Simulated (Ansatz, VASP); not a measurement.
# Ge (Germanium): VASP beside Ansatz, part 2 of 3

Aim: how closely do two programs agree when they are given the same cell, functional and k mesh? The cell is taken from a series of runs on this material, whose earlier steps may have relaxed, scaled, displaced or heated it; both programs get it as it stands.

VASP 6.6.1 and Ansatz 0.2.0.

So far: Starting point; Ansatz: zone-centre phonons, LDA.

**3. VASP: zone-centre phonons, LDA**

Level of this step: LDA; plane waves and PAW (Ge_d) (VASP).

The same cell, functional (in two slightly different forms), mesh and smearing now go to VASP, with its own data sets.

Lines of VASP's logs that name or quote its potential files are left out, and so is its time.

Contents of INCAR:

```
SYSTEM = Ge
PREC = Accurate
ENCUT = 500
EDIFF = 1E-08
NELM = 120
ISMEAR = 0
SIGMA = 0.015
LREAL = .FALSE.
ALGO = Normal
GGA = CA
NBANDS = 20
LORBIT = 11
LWAVE = .FALSE.
LCHARG = .FALSE.
ISIF = 2
ISYM = 2
IBRION = 8
LASPH = .TRUE.
GGA_COMPAT = .FALSE.
EFERMI = MIDGAP
KPAR = 2
```

Contents of POSCAR:

```
Ge
1.0
    0.0000000000      2.7826352457      2.8321442328
    2.7826352457      0.0000000000      2.8321442328
    2.7826352457      2.7826352457      0.0000000000
Ge
2
Direct
    0.4999731167      0.4999731167      0.4999847577
    0.7500268833      0.7500268833      0.7500152423
```

Contents of KPOINTS:

```
Points of the shifted mesh
1728
Reciprocal
 0.0416666667  0.0416666667  0.0416666667 1
 0.0416666667  0.0416666667  0.1250000000 1
 0.0416666667  0.0416666667  0.2083333333 1
 0.0416666667  0.0416666667  0.2916666667 1
 0.0416666667  0.0416666667  0.3750000000 1
 0.0416666667  0.0416666667  0.4583333333 1
 0.0416666667  0.0416666667  0.5416666667 1
 0.0416666667  0.0416666667  0.6250000000 1
 0.0416666667  0.0416666667  0.7083333333 1
 0.0416666667  0.0416666667  0.7916666667 1
 0.0416666667  0.0416666667  0.8750000000 1
 0.0416666667  0.0416666667  0.9583333333 1
 0.0416666667  0.1250000000  0.0416666667 1
 0.0416666667  0.1250000000  0.1250000000 1
 0.0416666667  0.1250000000  0.2083333333 1
 0.0416666667  0.1250000000  0.2916666667 1
 0.0416666667  0.1250000000  0.3750000000 1
 0.0416666667  0.1250000000  0.4583333333 1
 0.0416666667  0.1250000000  0.5416666667 1
 0.0416666667  0.1250000000  0.6250000000 1
 0.0416666667  0.1250000000  0.7083333333 1
 0.0416666667  0.1250000000  0.7916666667 1
 0.0416666667  0.1250000000  0.8750000000 1
 0.0416666667  0.1250000000  0.9583333333 1
 0.0416666667  0.2083333333  0.0416666667 1
 0.0416666667  0.2083333333  0.1250000000 1
 0.0416666667  0.2083333333  0.2083333333 1
 0.0416666667  0.2083333333  0.2916666667 1
 0.0416666667  0.2083333333  0.3750000000 1
 0.0416666667  0.2083333333  0.4583333333 1
 0.0416666667  0.2083333333  0.5416666667 1
 0.0416666667  0.2083333333  0.6250000000 1
 0.0416666667  0.2083333333  0.7083333333 1
 0.0416666667  0.2083333333  0.7916666667 1
 0.0416666667  0.2083333333  0.8750000000 1
 0.0416666667  0.2083333333  0.9583333333 1
 0.0416666667  0.2916666667  0.0416666667 1
 0.0416666667  0.2916666667  0.1250000000 1
 0.0416666667  0.2916666667  0.2083333333 1
 0.0416666667  0.2916666667  0.2916666667 1
 0.0416666667  0.2916666667  0.3750000000 1
 0.0416666667  0.2916666667  0.4583333333 1
 0.0416666667  0.2916666667  0.5416666667 1
 0.0416666667  0.2916666667  0.6250000000 1
 0.0416666667  0.2916666667  0.7083333333 1
 0.0416666667  0.2916666667  0.7916666667 1
 0.0416666667  0.2916666667  0.8750000000 1
 0.0416666667  0.2916666667  0.9583333333 1
 0.0416666667  0.3750000000  0.0416666667 1
 0.0416666667  0.3750000000  0.1250000000 1
 0.0416666667  0.3750000000  0.2083333333 1
 0.0416666667  0.3750000000  0.2916666667 1
 0.0416666667  0.3750000000  0.3750000000 1
 0.0416666667  0.3750000000  0.4583333333 1
 0.0416666667  0.3750000000  0.5416666667 1
 0.0416666667  0.3750000000  0.6250000000 1
 0.0416666667  0.3750000000  0.7083333333 1
 0.0416666667  0.3750000000  0.7916666667 1
 0.0416666667  0.3750000000  0.8750000000 1
 0.0416666667  0.3750000000  0.9583333333 1
 0.0416666667  0.4583333333  0.0416666667 1
 0.0416666667  0.4583333333  0.1250000000 1
 0.0416666667  0.4583333333  0.2083333333 1
 0.0416666667  0.4583333333  0.2916666667 1
 0.0416666667  0.4583333333  0.3750000000 1
 0.0416666667  0.4583333333  0.4583333333 1
 0.0416666667  0.4583333333  0.5416666667 1
 0.0416666667  0.4583333333  0.6250000000 1
 0.0416666667  0.4583333333  0.7083333333 1
 0.0416666667  0.4583333333  0.7916666667 1
 0.0416666667  0.4583333333  0.8750000000 1
 0.0416666667  0.4583333333  0.9583333333 1
 0.0416666667  0.5416666667  0.0416666667 1
 0.0416666667  0.5416666667  0.1250000000 1
 0.0416666667  0.5416666667  0.2083333333 1
 0.0416666667  0.5416666667  0.2916666667 1
 0.0416666667  0.5416666667  0.3750000000 1
 0.0416666667  0.5416666667  0.4583333333 1
 0.0416666667  0.5416666667  0.5416666667 1
 0.0416666667  0.5416666667  0.6250000000 1
 0.0416666667  0.5416666667  0.7083333333 1
 0.0416666667  0.5416666667  0.7916666667 1
 0.0416666667  0.5416666667  0.8750000000 1
 0.0416666667  0.5416666667  0.9583333333 1
 0.0416666667  0.6250000000  0.0416666667 1
 0.0416666667  0.6250000000  0.1250000000 1
 0.0416666667  0.6250000000  0.2083333333 1
 0.0416666667  0.6250000000  0.2916666667 1
 0.0416666667  0.6250000000  0.3750000000 1
 0.0416666667  0.6250000000  0.4583333333 1
 0.0416666667  0.6250000000  0.5416666667 1
 0.0416666667  0.6250000000  0.6250000000 1
 0.0416666667  0.6250000000  0.7083333333 1
 0.0416666667  0.6250000000  0.7916666667 1
 0.0416666667  0.6250000000  0.8750000000 1
 0.0416666667  0.6250000000  0.9583333333 1
 0.0416666667  0.7083333333  0.0416666667 1
 0.0416666667  0.7083333333  0.1250000000 1
 0.0416666667  0.7083333333  0.2083333333 1
 0.0416666667  0.7083333333  0.2916666667 1
 0.0416666667  0.7083333333  0.3750000000 1
 0.0416666667  0.7083333333  0.4583333333 1
 0.0416666667  0.7083333333  0.5416666667 1
 0.0416666667  0.7083333333  0.6250000000 1
 0.0416666667  0.7083333333  0.7083333333 1
 0.0416666667  0.7083333333  0.7916666667 1
 0.0416666667  0.7083333333  0.8750000000 1
 0.0416666667  0.7083333333  0.9583333333 1
 0.0416666667  0.7916666667  0.0416666667 1
 0.0416666667  0.7916666667  0.1250000000 1
 0.0416666667  0.7916666667  0.2083333333 1
 0.0416666667  0.7916666667  0.2916666667 1
[... 1390 lines left out ...]
 0.8750000000  0.4583333333  0.1250000000 1
 0.8750000000  0.4583333333  0.2083333333 1
 0.8750000000  0.4583333333  0.2916666667 1
 0.8750000000  0.4583333333  0.3750000000 1
 0.8750000000  0.4583333333  0.4583333333 1
 0.8750000000  0.4583333333  0.5416666667 1
 0.8750000000  0.4583333333  0.6250000000 1
 0.8750000000  0.4583333333  0.7083333333 1
 0.8750000000  0.4583333333  0.7916666667 1
 0.8750000000  0.4583333333  0.8750000000 1
 0.8750000000  0.4583333333  0.9583333333 1
 0.8750000000  0.5416666667  0.0416666667 1
 0.8750000000  0.5416666667  0.1250000000 1
 0.8750000000  0.5416666667  0.2083333333 1
 0.8750000000  0.5416666667  0.2916666667 1
 0.8750000000  0.5416666667  0.3750000000 1
 0.8750000000  0.5416666667  0.4583333333 1
 0.8750000000  0.5416666667  0.5416666667 1
 0.8750000000  0.5416666667  0.6250000000 1
 0.8750000000  0.5416666667  0.7083333333 1
 0.8750000000  0.5416666667  0.7916666667 1
 0.8750000000  0.5416666667  0.8750000000 1
 0.8750000000  0.5416666667  0.9583333333 1
 0.8750000000  0.6250000000  0.0416666667 1
 0.8750000000  0.6250000000  0.1250000000 1
 0.8750000000  0.6250000000  0.2083333333 1
 0.8750000000  0.6250000000  0.2916666667 1
 0.8750000000  0.6250000000  0.3750000000 1
 0.8750000000  0.6250000000  0.4583333333 1
 0.8750000000  0.6250000000  0.5416666667 1
 0.8750000000  0.6250000000  0.6250000000 1
 0.8750000000  0.6250000000  0.7083333333 1
 0.8750000000  0.6250000000  0.7916666667 1
 0.8750000000  0.6250000000  0.8750000000 1
 0.8750000000  0.6250000000  0.9583333333 1
 0.8750000000  0.7083333333  0.0416666667 1
 0.8750000000  0.7083333333  0.1250000000 1
 0.8750000000  0.7083333333  0.2083333333 1
 0.8750000000  0.7083333333  0.2916666667 1
 0.8750000000  0.7083333333  0.3750000000 1
 0.8750000000  0.7083333333  0.4583333333 1
 0.8750000000  0.7083333333  0.5416666667 1
 0.8750000000  0.7083333333  0.6250000000 1
 0.8750000000  0.7083333333  0.7083333333 1
 0.8750000000  0.7083333333  0.7916666667 1
 0.8750000000  0.7083333333  0.8750000000 1
 0.8750000000  0.7083333333  0.9583333333 1
 0.8750000000  0.7916666667  0.0416666667 1
 0.8750000000  0.7916666667  0.1250000000 1
 0.8750000000  0.7916666667  0.2083333333 1
 0.8750000000  0.7916666667  0.2916666667 1
 0.8750000000  0.7916666667  0.3750000000 1
 0.8750000000  0.7916666667  0.4583333333 1
 0.8750000000  0.7916666667  0.5416666667 1
 0.8750000000  0.7916666667  0.6250000000 1
 0.8750000000  0.7916666667  0.7083333333 1
 0.8750000000  0.7916666667  0.7916666667 1
 0.8750000000  0.7916666667  0.8750000000 1
 0.8750000000  0.7916666667  0.9583333333 1
 0.8750000000  0.8750000000  0.0416666667 1
 0.8750000000  0.8750000000  0.1250000000 1
 0.8750000000  0.8750000000  0.2083333333 1
 0.8750000000  0.8750000000  0.2916666667 1
 0.8750000000  0.8750000000  0.3750000000 1
 0.8750000000  0.8750000000  0.4583333333 1
 0.8750000000  0.8750000000  0.5416666667 1
 0.8750000000  0.8750000000  0.6250000000 1
 0.8750000000  0.8750000000  0.7083333333 1
 0.8750000000  0.8750000000  0.7916666667 1
 0.8750000000  0.8750000000  0.8750000000 1
 0.8750000000  0.8750000000  0.9583333333 1
 0.8750000000  0.9583333333  0.0416666667 1
 0.8750000000  0.9583333333  0.1250000000 1
 0.8750000000  0.9583333333  0.2083333333 1
 0.8750000000  0.9583333333  0.2916666667 1
 0.8750000000  0.9583333333  0.3750000000 1
 0.8750000000  0.9583333333  0.4583333333 1
 0.8750000000  0.9583333333  0.5416666667 1
 0.8750000000  0.9583333333  0.6250000000 1
 0.8750000000  0.9583333333  0.7083333333 1
 0.8750000000  0.9583333333  0.7916666667 1
 0.8750000000  0.9583333333  0.8750000000 1
 0.8750000000  0.9583333333  0.9583333333 1
 0.9583333333  0.0416666667  0.0416666667 1
 0.9583333333  0.0416666667  0.1250000000 1
 0.9583333333  0.0416666667  0.2083333333 1
 0.9583333333  0.0416666667  0.2916666667 1
 0.9583333333  0.0416666667  0.3750000000 1
 0.9583333333  0.0416666667  0.4583333333 1
 0.9583333333  0.0416666667  0.5416666667 1
 0.9583333333  0.0416666667  0.6250000000 1
 0.9583333333  0.0416666667  0.7083333333 1
 0.9583333333  0.0416666667  0.7916666667 1
 0.9583333333  0.0416666667  0.8750000000 1
 0.9583333333  0.0416666667  0.9583333333 1
 0.9583333333  0.1250000000  0.0416666667 1
 0.9583333333  0.1250000000  0.1250000000 1
 0.9583333333  0.1250000000  0.2083333333 1
 0.9583333333  0.1250000000  0.2916666667 1
 0.9583333333  0.1250000000  0.3750000000 1
 0.9583333333  0.1250000000  0.4583333333 1
 0.9583333333  0.1250000000  0.5416666667 1
 0.9583333333  0.1250000000  0.6250000000 1
 0.9583333333  0.1250000000  0.7083333333 1
 0.9583333333  0.1250000000  0.7916666667 1
 0.9583333333  0.1250000000  0.8750000000 1
 0.9583333333  0.1250000000  0.9583333333 1
 0.9583333333  0.2083333333  0.0416666667 1
 0.9583333333  0.2083333333  0.1250000000 1
 0.9583333333  0.2083333333  0.2083333333 1
 0.9583333333  0.2083333333  0.2916666667 1
 0.9583333333  0.2083333333  0.3750000000 1
 0.9583333333  0.2083333333  0.4583333333 1
 0.9583333333  0.2083333333  0.5416666667 1
 0.9583333333  0.2083333333  0.6250000000 1
 0.9583333333  0.2083333333  0.7083333333 1
 0.9583333333  0.2083333333  0.7916666667 1
 0.9583333333  0.2083333333  0.8750000000 1
 0.9583333333  0.2083333333  0.9583333333 1
 0.9583333333  0.2916666667  0.0416666667 1
 0.9583333333  0.2916666667  0.1250000000 1
 0.9583333333  0.2916666667  0.2083333333 1
 0.9583333333  0.2916666667  0.2916666667 1
 0.9583333333  0.2916666667  0.3750000000 1
 0.9583333333  0.2916666667  0.4583333333 1
 0.9583333333  0.2916666667  0.5416666667 1
 0.9583333333  0.2916666667  0.6250000000 1
 0.9583333333  0.2916666667  0.7083333333 1
 0.9583333333  0.2916666667  0.7916666667 1
 0.9583333333  0.2916666667  0.8750000000 1
 0.9583333333  0.2916666667  0.9583333333 1
 0.9583333333  0.3750000000  0.0416666667 1
 0.9583333333  0.3750000000  0.1250000000 1
 0.9583333333  0.3750000000  0.2083333333 1
 0.9583333333  0.3750000000  0.2916666667 1
 0.9583333333  0.3750000000  0.3750000000 1
 0.9583333333  0.3750000000  0.4583333333 1
 0.9583333333  0.3750000000  0.5416666667 1
 0.9583333333  0.3750000000  0.6250000000 1
 0.9583333333  0.3750000000  0.7083333333 1
 0.9583333333  0.3750000000  0.7916666667 1
 0.9583333333  0.3750000000  0.8750000000 1
 0.9583333333  0.3750000000  0.9583333333 1
 0.9583333333  0.4583333333  0.0416666667 1
 0.9583333333  0.4583333333  0.1250000000 1
 0.9583333333  0.4583333333  0.2083333333 1
 0.9583333333  0.4583333333  0.2916666667 1
 0.9583333333  0.4583333333  0.3750000000 1
 0.9583333333  0.4583333333  0.4583333333 1
 0.9583333333  0.4583333333  0.5416666667 1
 0.9583333333  0.4583333333  0.6250000000 1
 0.9583333333  0.4583333333  0.7083333333 1
 0.9583333333  0.4583333333  0.7916666667 1
 0.9583333333  0.4583333333  0.8750000000 1
 0.9583333333  0.4583333333  0.9583333333 1
 0.9583333333  0.5416666667  0.0416666667 1
 0.9583333333  0.5416666667  0.1250000000 1
 0.9583333333  0.5416666667  0.2083333333 1
 0.9583333333  0.5416666667  0.2916666667 1
 0.9583333333  0.5416666667  0.3750000000 1
 0.9583333333  0.5416666667  0.4583333333 1
 0.9583333333  0.5416666667  0.5416666667 1
 0.9583333333  0.5416666667  0.6250000000 1
 0.9583333333  0.5416666667  0.7083333333 1
 0.9583333333  0.5416666667  0.7916666667 1
 0.9583333333  0.5416666667  0.8750000000 1
 0.9583333333  0.5416666667  0.9583333333 1
 0.9583333333  0.6250000000  0.0416666667 1
 0.9583333333  0.6250000000  0.1250000000 1
 0.9583333333  0.6250000000  0.2083333333 1
 0.9583333333  0.6250000000  0.2916666667 1
 0.9583333333  0.6250000000  0.3750000000 1
 0.9583333333  0.6250000000  0.4583333333 1
 0.9583333333  0.6250000000  0.5416666667 1
 0.9583333333  0.6250000000  0.6250000000 1
 0.9583333333  0.6250000000  0.7083333333 1
 0.9583333333  0.6250000000  0.7916666667 1
 0.9583333333  0.6250000000  0.8750000000 1
 0.9583333333  0.6250000000  0.9583333333 1
 0.9583333333  0.7083333333  0.0416666667 1
 0.9583333333  0.7083333333  0.1250000000 1
 0.9583333333  0.7083333333  0.2083333333 1
 0.9583333333  0.7083333333  0.2916666667 1
 0.9583333333  0.7083333333  0.3750000000 1
 0.9583333333  0.7083333333  0.4583333333 1
 0.9583333333  0.7083333333  0.5416666667 1
 0.9583333333  0.7083333333  0.6250000000 1
 0.9583333333  0.7083333333  0.7083333333 1
 0.9583333333  0.7083333333  0.7916666667 1
 0.9583333333  0.7083333333  0.8750000000 1
 0.9583333333  0.7083333333  0.9583333333 1
 0.9583333333  0.7916666667  0.0416666667 1
 0.9583333333  0.7916666667  0.1250000000 1
 0.9583333333  0.7916666667  0.2083333333 1
 0.9583333333  0.7916666667  0.2916666667 1
 0.9583333333  0.7916666667  0.3750000000 1
 0.9583333333  0.7916666667  0.4583333333 1
 0.9583333333  0.7916666667  0.5416666667 1
 0.9583333333  0.7916666667  0.6250000000 1
 0.9583333333  0.7916666667  0.7083333333 1
 0.9583333333  0.7916666667  0.7916666667 1
 0.9583333333  0.7916666667  0.8750000000 1
 0.9583333333  0.7916666667  0.9583333333 1
 0.9583333333  0.8750000000  0.0416666667 1
 0.9583333333  0.8750000000  0.1250000000 1
 0.9583333333  0.8750000000  0.2083333333 1
 0.9583333333  0.8750000000  0.2916666667 1
 0.9583333333  0.8750000000  0.3750000000 1
 0.9583333333  0.8750000000  0.4583333333 1
 0.9583333333  0.8750000000  0.5416666667 1
 0.9583333333  0.8750000000  0.6250000000 1
 0.9583333333  0.8750000000  0.7083333333 1
 0.9583333333  0.8750000000  0.7916666667 1
 0.9583333333  0.8750000000  0.8750000000 1
 0.9583333333  0.8750000000  0.9583333333 1
 0.9583333333  0.9583333333  0.0416666667 1
 0.9583333333  0.9583333333  0.1250000000 1
 0.9583333333  0.9583333333  0.2083333333 1
 0.9583333333  0.9583333333  0.2916666667 1
 0.9583333333  0.9583333333  0.3750000000 1
 0.9583333333  0.9583333333  0.4583333333 1
 0.9583333333  0.9583333333  0.5416666667 1
 0.9583333333  0.9583333333  0.6250000000 1
 0.9583333333  0.9583333333  0.7083333333 1
 0.9583333333  0.9583333333  0.7916666667 1
 0.9583333333  0.9583333333  0.8750000000 1
 0.9583333333  0.9583333333  0.9583333333 1
```

The projector-augmented-wave data sets are Ge_d (LDA family, release 64).

Run with:

```console
mpirun -np 2 vasp_std
```

What it wrote:

```text
[banner, memory and clock lines left out]
running    2 mpi-ranks, on    1 nodes
 distrk:  each k-point on    1 cores,    2 groups
 distr:  one band on    1 cores,    1 groups

 POSCAR found type information on POSCAR Ge
 POSCAR found :  1 types and       2 ions
 LDA part: xc-table for (Slater(with rela. corr.)+CA(PZ))
 , standard interpolation
 POSCAR, INCAR and KPOINTS ok, starting setup
 FFT: planning ... GRIDC
 FFT: planning ... GRID_SOFT
 FFT: planning ... GRID
 WAVECAR not read
 entering main loop
       N       E                     dE             d eps       ncg     rms          rms(c)
DAV:   1     0.182845200647E+03    0.18285E+03   -0.14707E+04 74188   0.373E+03
DAV:   2     0.147456488208E+02   -0.16810E+03   -0.16350E+03 69280   0.583E+02
DAV:   3    -0.979371217426E+01   -0.24539E+02   -0.24368E+02 77816   0.143E+02
DAV:   4    -0.105635817644E+02   -0.76987E+00   -0.76930E+00 77900   0.298E+01
DAV:   5    -0.105759570011E+02   -0.12375E-01   -0.12375E-01 77284   0.410E+00    0.343E+00
DAV:   6    -0.104498824968E+02    0.12607E+00   -0.40887E-02 76604   0.168E+00    0.196E+00
DAV:   7    -0.103869886330E+02    0.62894E-01   -0.81804E-02 72664   0.211E+00    0.142E-01
DAV:   8    -0.103876959474E+02   -0.70731E-03   -0.57536E-03 78232   0.851E-01    0.453E-02
DAV:   9    -0.103877306435E+02   -0.34696E-04   -0.88532E-05 80648   0.974E-02    0.133E-02
DAV:  10    -0.103877270850E+02    0.35586E-05   -0.94417E-06 93536   0.465E-02    0.429E-03
DAV:  11    -0.103877269317E+02    0.15327E-06   -0.10444E-06 74400   0.811E-03    0.179E-03
DAV:  12    -0.103877269313E+02    0.39563E-09   -0.76978E-08 94080   0.424E-03
   1 F= -.10387727E+02 E0= -.10387727E+02  d E =-.560671E-19
 Linear response reoptimize wavefunctions to high precision
DAV:   1    -0.103877269310E+02    0.33288E-09   -0.41743E-09 64932   0.567E-04
DAV:   2    -0.103877269310E+02   -0.18190E-10   -0.18724E-10 44488   0.158E-04
 Linear response DOF=           2
 Linear response progress:
  Degree of freedom:   1/  2
       N       E                     dE             d eps       ncg     rms          rms(c)
RMM:   1    -0.187942900298E+00   -0.18794E+00    0.86725E+00 84097   0.452E+01
RMM:   2    -0.195464699445E+00   -0.75218E-02   -0.13864E-02111811   0.113E+00    0.763E-02
RMM:   3    -0.195525525130E+00   -0.60826E-04   -0.96893E-04119002   0.322E-01    0.439E-02
RMM:   4    -0.195473312671E+00    0.52212E-04   -0.67497E-05126887   0.835E-02    0.492E-03
RMM:   5    -0.195480237483E+00   -0.69248E-05   -0.44194E-06121978   0.190E-02    0.246E-03
RMM:   6    -0.195491337129E+00   -0.11100E-04   -0.24358E-07124087   0.526E-03    0.322E-04
RMM:   7    -0.195490641590E+00    0.69554E-06   -0.44331E-08127413   0.171E-03    0.204E-04
RMM:   8    -0.195490211621E+00    0.42997E-06   -0.82020E-09128988   0.595E-04    0.405E-05
RMM:   9    -0.195490046944E+00    0.16468E-06   -0.15787E-08129020   0.274E-04    0.167E-05
RMM:  10    -0.195490140942E+00   -0.93999E-07   -0.22183E-08130155   0.138E-04    0.527E-06
RMM:  11    -0.195490150402E+00   -0.94596E-08   -0.19837E-08130970   0.857E-05    0.282E-06
 first order change of Fermi-energy   0.72687E+00
 force on displaced ion       1 direction 1 : -11.947   0.003  -0.000
 Linear response progress:
  Degree of freedom:   2/  2
       N       E                     dE             d eps       ncg     rms          rms(c)
RMM:   1    -0.188126169349E+00   -0.18813E+00    0.85466E+00 84106   0.449E+01
RMM:   2    -0.195653940446E+00   -0.75278E-02   -0.13852E-02111774   0.113E+00    0.775E-02
RMM:   3    -0.195717677519E+00   -0.63737E-04   -0.97637E-04119078   0.323E-01    0.445E-02
RMM:   4    -0.195669263879E+00    0.48414E-04   -0.66858E-05127004   0.834E-02    0.485E-03
RMM:   5    -0.195675950065E+00   -0.66862E-05   -0.44181E-06122279   0.191E-02    0.246E-03
RMM:   6    -0.195686864013E+00   -0.10914E-04   -0.24919E-07123898   0.525E-03    0.309E-04
RMM:   7    -0.195686061301E+00    0.80271E-06   -0.48961E-08127520   0.173E-03    0.200E-04
RMM:   8    -0.195685579762E+00    0.48154E-06   -0.48748E-09128660   0.606E-04    0.415E-05
RMM:   9    -0.195685425088E+00    0.15467E-06   -0.37063E-09129156   0.279E-04    0.177E-05
RMM:  10    -0.195685538175E+00   -0.11309E-06   -0.17578E-08129759   0.139E-04    0.544E-06
RMM:  11    -0.195685546043E+00   -0.78686E-08   -0.19945E-08130211   0.843E-05    0.306E-06
 first order change of Fermi-energy   0.30701E+01
 force on displaced ion       1 direction 3 :  -0.000  -0.000 -12.014
 Linear response finished
```

(Part 2 of 3 ends here.)

[Lines on the potential files, build, host, timing and source positions are cut from VASP's logs without a mark.]

[Logs are printed without paths, hosts, clocks, repeated set-up lines and the standing remarks that a program may print on its own settings, such as how far it seeks lower states.]

[Hosts, paths, dates, database ids (printed as entryN), source tags and the programs' standing remarks are cut or masked in the printed files.]
